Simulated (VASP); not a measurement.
Data:

```yaml
crystal:
  lattice:
    - [2.85684, 1.64940, 2.33115]
    - [-2.85684, 1.64940, 2.33115]
    - [0.00000, -3.29880, 2.33115]
  atoms:
    - { symbol: Sc, position: [0.00000, 0.00000, 0.00000] }
    - { symbol: F, position: [0.50000, 0.00193, 0.99807] }
    - { symbol: F, position: [0.99807, 0.50000, 0.00193] }
    - { symbol: F, position: [0.00193, 0.99807, 0.50000] }
```

Level of theory: PBEsol GGA, VASP's PBE PAW potentials (set 64) (plane waves; VASP). Run with 400 eV cut-off, 7×7×7 Γ-centred mesh, Fermi-Dirac smearing of 0.050 eV, potentials Sc_sv F.

At this cut-off the stress carries a Pulay error, which pulls relaxed volumes low.

**Question.** Give the stress tensor in GPa (positive for a compressed cell).

**Answer.** 
```
-9.13   0.00   0.00
 0.00  -9.13   0.00
 0.00   0.00  -9.13
```
The pressure is its mean diagonal, -9.13 GPa.

The structure comes from a computed database's ScF3 entry (R32); how it stands against other phases isn't given here. The cell was not relaxed at this level.
